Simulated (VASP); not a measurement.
These are PBE GGA, VASP's PBE PAW potentials (set 64) (plane waves; VASP 6.6.1) values and carry that method's errors.

A VASP calculation is set up with these files.

File KPOINTS:
```
Regular mesh
0
G
  1 1 1
0 0 0
```

### INCAR
```
SYSTEM  =  Ga32Sb31
PREC  =  Normal; ENCUT  =  400; LREAL  =  Auto
LASPH  =  T; ISYM  =  0
EDIFF  =  1E-5; NELM  =  100; NELMIN  =  4
ALGO  =  Fast; LMAXMIX  =  4
ISMEAR  =  0; SIGMA  =  0.05
GGA  =  PE
ISPIN  =  2; MAGMOM  =  63*0.0159; NUPDOWN  =  1
IBRION  =  2; NSW  =  60; ISIF  =  2
EDIFFG  =  -0.03
LWAVE  =  F; LCHARG  =  F; LORBIT  =  10
```

**POSCAR**
```
Ga32Sb31
1
   12.4495035576    -0.0000000000    -0.0000000000
   -0.0000000000    12.4495035576     0.0000000000
    0.0000000000     0.0000000000    12.4495035576
Ga Sb
32 31
Direct
  0.5000000000   0.0000000000   0.0000000000
  0.7500000000   0.2500000000   0.0000000000
  0.7500000000   0.0000000000   0.2500000000
  0.0000000000   0.0000000000   0.0000000000
  0.2500000000   0.2500000000   0.0000000000
  0.5000000000   0.5000000000   0.0000000000
  0.7500000000   0.7500000000   0.0000000000
  0.2500000000   0.0000000000   0.2500000000
  0.4980090000   0.2464700000   0.2535020000
  0.7503820000   0.5038300000   0.2532570000
  0.5000000000   0.0000000000   0.5000000000
  0.7536540000   0.2539560000   0.4983730000
  0.7500000000   0.0000000000   0.7500000000
  0.0000000000   0.5000000000   0.0000000000
  0.2500000000   0.7500000000   0.0000000000
  0.0000000000   0.2500000000   0.2500000000
  0.2500000000   0.5000000000   0.2500000000
  0.5000000000   0.7500000000   0.2500000000
  0.0000000000   0.0000000000   0.5000000000
  0.2500000000   0.2500000000   0.5000000000
  0.5009950000   0.5038390000   0.5013570000
  0.7500000000   0.7500000000   0.5000000000
  0.2500000000   0.0000000000   0.7500000000
  0.5000000000   0.2500000000   0.7500000000
  0.7500000000   0.5000000000   0.7500000000
  0.0000000000   0.7500000000   0.2500000000
  0.0000000000   0.5000000000   0.5000000000
  0.2500000000   0.7500000000   0.5000000000
  0.0000000000   0.2500000000   0.7500000000
  0.2500000000   0.5000000000   0.7500000000
  0.5000000000   0.7500000000   0.7500000000
  0.0000000000   0.7500000000   0.7500000000
  0.6250000000   0.1250000000   0.1250000000
  0.8750000000   0.3750000000   0.1250000000
  0.8750000000   0.1250000000   0.3750000000
  0.1250000000   0.1250000000   0.1250000000
  0.3750000000   0.3750000000   0.1250000000
  0.6250000000   0.6250000000   0.1250000000
  0.8750000000   0.8750000000   0.1250000000
  0.3750000000   0.1250000000   0.3750000000
  0.8750000000   0.6250000000   0.3750000000
  0.6250000000   0.1250000000   0.6250000000
  0.8750000000   0.3750000000   0.6250000000
  0.8750000000   0.1250000000   0.8750000000
  0.1250000000   0.6250000000   0.1250000000
  0.3750000000   0.8750000000   0.1250000000
  0.1250000000   0.3750000000   0.3750000000
  0.3750000000   0.6250000000   0.3750000000
  0.6250000000   0.8750000000   0.3750000000
  0.1250000000   0.1250000000   0.6250000000
  0.3750000000   0.3750000000   0.6250000000
  0.6250000000   0.6250000000   0.6250000000
  0.8750000000   0.8750000000   0.6250000000
  0.3750000000   0.1250000000   0.8750000000
  0.6250000000   0.3750000000   0.8750000000
  0.8750000000   0.6250000000   0.8750000000
  0.1250000000   0.8750000000   0.3750000000
  0.1250000000   0.6250000000   0.6250000000
  0.3750000000   0.8750000000   0.6250000000
  0.1250000000   0.3750000000   0.8750000000
  0.3750000000   0.6250000000   0.8750000000
  0.6250000000   0.8750000000   0.8750000000
  0.1250000000   0.8750000000   0.8750000000
```

POTCAR, in this order: Ga Sb (PBE.64 set). Program: vasp_gam.

Output of the run:

File OSZICAR:
```
       N       E                     dE             d eps       ncg     rms          rms(c)
DAV:   1     0.160958550839E+04    0.16096E+04   -0.80134E+04   632   0.107E+03
DAV:   2    -0.191958459026E+02   -0.16288E+04   -0.15711E+04   794   0.193E+02
DAV:   3    -0.218934334780E+03   -0.19974E+03   -0.19181E+03   744   0.735E+01
DAV:   4    -0.226372379058E+03   -0.74380E+01   -0.73570E+01   744   0.145E+01
DAV:   5    -0.226533311170E+03   -0.16093E+00   -0.16030E+00   840   0.239E+00    0.199E+01
RMM:   6    -0.224678674913E+03    0.18546E+01   -0.16940E+00   634   0.206E+00    0.119E+01
RMM:   7    -0.224157900346E+03    0.52077E+00   -0.28842E+00   635   0.286E+00    0.147E+00
RMM:   8    -0.224161414016E+03   -0.35137E-02   -0.28589E-01   636   0.111E+00    0.799E-01
RMM:   9    -0.224173191182E+03   -0.11777E-01   -0.61375E-02   641   0.524E-01    0.560E-01
RMM:  10    -0.224180127797E+03   -0.69366E-02   -0.23737E-02   655   0.314E-01    0.190E-01
RMM:  11    -0.224181078582E+03   -0.95079E-03   -0.68746E-03   641   0.162E-01    0.913E-02
RMM:  12    -0.224180960529E+03    0.11805E-03   -0.13129E-03   638   0.773E-02    0.598E-02
RMM:  13    -0.224181159616E+03   -0.19909E-03   -0.63002E-04   674   0.495E-02    0.170E-02
RMM:  14    -0.224181157176E+03    0.24396E-05   -0.98009E-05   616   0.203E-02
   1 F= -.22418116E+03 E0= -.22417954E+03  d E =-.224181E+03  mag=     1.0000
       N       E                     dE             d eps       ncg     rms          rms(c)
DAV:   1    -0.224259389270E+03   -0.78230E-01   -0.12289E+00   696   0.206E+00    0.488E-01
RMM:   2    -0.224267275483E+03   -0.78862E-02   -0.98799E-02   632   0.521E-01    0.147E-01
RMM:   3    -0.224268690796E+03   -0.14153E-02   -0.14897E-02   659   0.214E-01    0.618E-02
RMM:   4    -0.224268907320E+03   -0.21652E-03   -0.25003E-03   687   0.871E-02    0.481E-02
RMM:   5    -0.224268928777E+03   -0.21456E-04   -0.45419E-04   642   0.435E-02    0.134E-02
RMM:   6    -0.224268942137E+03   -0.13360E-04   -0.12153E-04   636   0.218E-02    0.105E-02
RMM:   7    -0.224268942717E+03   -0.57973E-06   -0.17026E-05   395   0.835E-03
   2 F= -.22426894E+03 E0= -.22426760E+03  d E =-.877855E-01  mag=     1.0000
       N       E                     dE             d eps       ncg     rms          rms(c)
DAV:   1    -0.224285345809E+03   -0.16404E-01   -0.85059E-01   672   0.172E+00    0.408E-01
RMM:   2    -0.224290687154E+03   -0.53413E-02   -0.67464E-02   632   0.431E-01    0.122E-01
RMM:   3    -0.224291618008E+03   -0.93085E-03   -0.98859E-03   652   0.177E-01    0.506E-02
RMM:   4    -0.224291770621E+03   -0.15261E-03   -0.17224E-03   687   0.727E-02    0.401E-02
RMM:   5    -0.224291786948E+03   -0.16327E-04   -0.31884E-04   644   0.367E-02    0.102E-02
RMM:   6    -0.224291796056E+03   -0.91086E-05   -0.82974E-05   559   0.181E-02
   3 F= -.22429180E+03 E0= -.22429060E+03  d E =-.110639E+00  mag=     1.0000
       N       E                     dE             d eps       ncg     rms          rms(c)
DAV:   1    -0.224298365122E+03   -0.65782E-02   -0.81563E-02   728   0.560E-01    0.149E-01
RMM:   2    -0.224298649386E+03   -0.28426E-03   -0.55766E-03   632   0.127E-01    0.441E-02
RMM:   3    -0.224298697680E+03   -0.48293E-04   -0.87540E-04   632   0.541E-02    0.214E-02
RMM:   4    -0.224298709945E+03   -0.12265E-04   -0.18656E-04   690   0.239E-02    0.166E-02
RMM:   5    -0.224298711978E+03   -0.20328E-05   -0.33104E-05   437   0.117E-02
   4 F= -.22429871E+03 E0= -.22429737E+03  d E =-.691592E-02  mag=     1.0000
       N       E                     dE             d eps       ncg     rms          rms(c)
DAV:   1    -0.224300630474E+03   -0.19205E-02   -0.54041E-02   704   0.456E-01    0.121E-01
RMM:   2    -0.224300825284E+03   -0.19481E-03   -0.37779E-03   632   0.105E-01    0.355E-02
RMM:   3    -0.224300861989E+03   -0.36706E-04   -0.61770E-04   640   0.448E-02    0.178E-02
RMM:   4    -0.224300870363E+03   -0.83732E-05   -0.12423E-04   680   0.197E-02    0.136E-02
RMM:   5    -0.224300871781E+03   -0.14188E-05   -0.22482E-05   401   0.956E-03
   5 F= -.22430087E+03 E0= -.22429939E+03  d E =-.907572E-02  mag=     1.0000
       N       E                     dE             d eps       ncg     rms          rms(c)
DAV:   1    -0.224300906442E+03   -0.36080E-04   -0.11465E-03   736   0.663E-02    0.182E-02
RMM:   2    -0.224300911160E+03   -0.47178E-05   -0.84513E-05   625   0.156E-02    0.521E-03
RMM:   3    -0.224300912319E+03   -0.11587E-05   -0.14290E-05   352   0.689E-03    0.305E-03
RMM:   4    -0.224300912577E+03   -0.25835E-06   -0.24443E-06   316   0.298E-03
   6 F= -.22430091E+03 E0= -.22429941E+03  d E =-.911652E-02  mag=     1.0000
       N       E                     dE             d eps       ncg     rms          rms(c)
DAV:   1    -0.224301981814E+03   -0.10695E-02   -0.21606E-02   656   0.281E-01    0.614E-02
RMM:   2    -0.224302089834E+03   -0.10802E-03   -0.14557E-03   632   0.653E-02    0.188E-02
RMM:   3    -0.224302111895E+03   -0.22061E-04   -0.23291E-04   652   0.273E-02    0.897E-03
RMM:   4    -0.224302115464E+03   -0.35694E-05   -0.37707E-05   443   0.113E-02
   7 F= -.22430212E+03 E0= -.22430052E+03  d E =-.120289E-02  mag=     1.0000
```

File OUTCAR:
```
------------------------ aborting loop because EDIFF is reached ----------------------------------------
  FORCE on cell =-STRESS in cart. coord.  units (eV):
  Direction    XX          YY          ZZ          XY          YZ          ZX
  --------------------------------------------------------------------------------------
  Total        8.1545783      8.2369129      7.9990323      0.0355775      0.1131504     -0.0265763
  in kB        6.7710495      6.8394150      6.6418939      0.0295413      0.0939530     -0.0220673
  external PRESSURE =       6.7507861 kB  Pullay stress =       0.0000000 kB
  volume of cell :     1929.55
      direct lattice vectors                 reciprocal lattice vectors
    12.449503558  0.000000000  0.000000000     0.080324488  0.000000000  0.000000000
     0.000000000 12.449503558  0.000000000     0.000000000  0.080324488  0.000000000
     0.000000000  0.000000000 12.449503558     0.000000000  0.000000000  0.080324488
  FREE ENERGIE OF THE ION-ELECTRON SYSTEM (eV)
  ---------------------------------------------------
  free  energy   TOTEN  =      -224.3021154643 eV

  energy  without entropy=     -224.2989306097  energy(sigma->0) =     -224.30052304

 total charge

# of ion       s       p       d       tot
------------------------------------------
    1        1.107   1.059   0.083   2.249
    2        1.102   1.082   0.084   2.267
    3        1.102   1.084   0.084   2.270
    4        1.104   1.074   0.084   2.261
    5        1.107   1.059   0.083   2.249
    6        1.102   1.082   0.084   2.268
    7        1.107   1.059   0.083   2.249
    8        1.107   1.061   0.083   2.251
    9        1.163   0.901   0.062   2.126
   10        1.163   0.899   0.062   2.124
   11        1.102   1.084   0.084   2.270
   12        1.164   0.894   0.062   2.120
   13        1.107   1.058   0.082   2.248
   14        1.107   1.059   0.083   2.249
   15        1.104   1.074   0.084   2.261
   16        1.101   1.085   0.084   2.270
   17        1.102   1.084   0.084   2.269
   18        1.102   1.086   0.084   2.272
   19        1.107   1.060   0.083   2.250
   20        1.102   1.084   0.084   2.270
   21        1.162   0.902   0.062   2.127
   22        1.102   1.087   0.085   2.273
   23        1.104   1.074   0.084   2.261
   24        1.102   1.082   0.084   2.268
   25        1.102   1.085   0.084   2.271
   26        1.107   1.061   0.083   2.251
   27        1.102   1.087   0.085   2.273
   28        1.107   1.060   0.083   2.250
   29        1.107   1.060   0.083   2.250
   30        1.107   1.059   0.083   2.249
   31        1.107   1.061   0.083   2.251
   32        1.104   1.074   0.084   2.261
   33        1.132   1.323   0.023   2.477
   34        1.132   1.322   0.023   2.477
   35        1.132   1.322   0.023   2.477
   36        1.127   1.336   0.023   2.486
   37        1.132   1.323   0.023   2.477
   38        1.132   1.322   0.023   2.477
   39        1.127   1.336   0.023   2.486
   40        1.132   1.323   0.023   2.477
   41        1.132   1.323   0.023   2.477
   42        1.132   1.322   0.023   2.476
   43        1.132   1.322   0.023   2.477
   44        1.127   1.335   0.023   2.485
   45        1.127   1.336   0.023   2.486
   46        1.127   1.336   0.023   2.486
   47        1.133   1.338   0.023   2.494
   48        1.132   1.323   0.023   2.477
   49        1.133   1.338   0.023   2.494
   50        1.127   1.336   0.023   2.486
   51        1.132   1.323   0.023   2.477
   52        1.132   1.323   0.023   2.477
   53        1.127   1.337   0.023   2.487
   54        1.127   1.335   0.023   2.485
   55        1.134   1.337   0.023   2.494
   56        1.127   1.336   0.023   2.486
   57        1.144   1.309   0.021   2.474
   58        1.127   1.337   0.023   2.487
   59        1.127   1.336   0.023   2.486
   60        1.144   1.308   0.021   2.473
   61        1.127   1.336   0.023   2.486
   62        1.144   1.308   0.021   2.473
   63        1.134   1.334   0.023   2.490
--------------------------------------------------
tot         70.647  74.794   3.282 148.724

 magnetization (x)

# of ion       s       p       d       tot
------------------------------------------
    1        0.001   0.001   0.000   0.002
    2        0.025   0.002  -0.000   0.028
    3        0.025   0.002  -0.000   0.028
    4        0.018   0.002  -0.000   0.020
    5        0.001   0.001   0.000   0.002
    6        0.025   0.002  -0.000   0.027
    7        0.001   0.001   0.000   0.002
    8        0.001   0.001   0.000   0.002
    9        0.002   0.013   0.000   0.015
   10        0.001   0.013   0.000   0.015
   11        0.025   0.002  -0.000   0.027
   12        0.001   0.013   0.000   0.015
   13        0.001   0.001   0.000   0.002
   14        0.001   0.001   0.000   0.002
   15        0.018   0.002  -0.000   0.020
   16        0.025   0.002  -0.000   0.028
   17        0.025   0.002  -0.000   0.028
   18        0.025   0.002  -0.000   0.028
...
```
(Selected blocks of OUTCAR.)

**CONTCAR**
```
Ga32Sb31
   1.00000000000000
    12.4495035575999999    0.0000000000000000    0.0000000000000000
     0.0000000000000000   12.4495035575999999    0.0000000000000000
     0.0000000000000000    0.0000000000000000   12.4495035575999999
  Ga              Sb
    32    31
Direct
     0.4982690273140047    0.0004507683990295    0.0004426160714859
     0.7496637772074873    0.2506383553081264    0.9996708572262069
     0.7496302730357446    0.9992918616771231    0.2503519003490031
     0.0003952742594813    0.9996127963161913    0.9996160588541652
     0.2505348987685409    0.2482927541368714    0.0004833727235591
     0.5003198868590258    0.4993833590635295    0.9995095678846105
     0.7517698302118039    0.7496018819494837    0.0003792546836158
     0.2501058411111403    0.0001379721447562    0.2480539922184076
     0.4984321183913747    0.2479706851745649    0.2501516803572677
     0.7508117132168797    0.5017733377621129    0.2504465396452393
     0.5009328698120568    0.9992254439995980    0.5002594730280987
     0.7513849158372903    0.2510162232220201    0.4995172792259081
     0.7516066585839430    0.0007126166194862    0.7493195078554756
     0.9993785863319364    0.5016676506019857    0.0006025272844164
     0.2495994083774927    0.7503820274765527    0.9996193819769313
     0.0006695622503672    0.2505317763140235    0.2500145259648697
     0.2493386886651293    0.4993913874584935    0.2502352178494731
     0.5003185770793478    0.7509487941787076    0.2502459664758417
     0.9995889984620541    0.0004111087416330    0.5017785659289482
     0.2490459169665967    0.2507730453657986    0.5000069331262157
     0.4991243695604812    0.5023603382869368    0.5014016804795042
     0.7497245479936704    0.7513624831625068    0.4997274598777259
     0.2496319949435107    0.9996002004173391    0.7504222732514928
     0.5006220138028338    0.2501727458803359    0.7503534179003056
     0.7497387220897190    0.4996254526611814    0.7511721957263655
     0.9997831459410683    0.7497732267524713    0.2480419299343144
     0.0013058553056741    0.4996996509484681    0.4998105006801419
     0.2503782557589251    0.7496379963267760    0.5018031833764582
     0.9997530171869029    0.2480168891728646    0.7498267184421200
     0.2504683768579032    0.5017360308717688    0.7495410113480044
     0.4980564294625321    0.7497850695003730    0.7498701606997116
     0.0003577904642143    0.7503704149976946    0.7503523480648224
     0.6260457045788393    0.1260368060288903    0.1261827733550550
     0.8734920584814505    0.3745506069928499    0.1266446804399735
     0.8744182336209877    0.1259598918729246    0.3735250515049811
     0.1250813988572712    0.1250085198416150    0.1248693944070083
     0.3762980080785104    0.3756504755782188    0.1264777424649346
     0.6236802110530302    0.6241986305382018    0.1260755860524348
     0.8750296056489769    0.8749494772033782    0.1249464860531798
     0.3750668902379810    0.1250088528645411    0.3771923531017347
     0.8748275071959049    0.6248764448409903    0.3770160237061845
     0.6247750987875909    0.1268568106003246    0.6232425886493367
     0.8747050602864157    0.3767880887077641    0.6245444788792196
     0.8749275279592392    0.1250003169581116    0.8750538924992540
     0.1249539271158087    0.6249778920942630    0.1249258057808859
     0.3749120664143554    0.8751385347068114    0.1248902512145453
     0.1249668312948237    0.3749613643037019    0.3749017448001087
     0.3757914004775494    0.6243839379519917    0.3735043416823595
     0.6249671717616420    0.8750409271132138    0.3749756327005462
     0.1249206144301455    0.1249716720513533    0.6251167590283677
     0.3763763472306551    0.3742095311271219    0.6238669700049044
     0.6268457775059878    0.6248032841712303    0.6246892817678038
     0.8750817829868089    0.8752724666641944    0.6251469716208994
     0.3750246507383604    0.1249796779925122    0.8750202624679906
     0.6249224239883368    0.3748787824081500    0.8750225044846707
     0.8751039085627441    0.6250666491229638    0.8751820913085806
     0.1249484076313493    0.8750198263828292    0.3750289868581073
     0.1252187717306520    0.6251328865198795    0.6251345739722692
     0.3750063127112041    0.8749418226982069    0.6251521286748267
     0.1250199134959052    0.3750080939024917    0.8750979228199675
     0.3749346808786965    0.6249457886445408    0.8750441609547281
     0.6249852257063188    0.8751466982562368    0.8750085262893010
     0.1249711384433313    0.8749758969716975    0.8749809339451298
```

The supercell is sampled at Γ alone, which is coarse: total energies, pressure and levels can be off, energies of defects by several tenths of an eV.

The cell is a supercell with a defect, built from GaSb (zinc blende): vac_Sb.
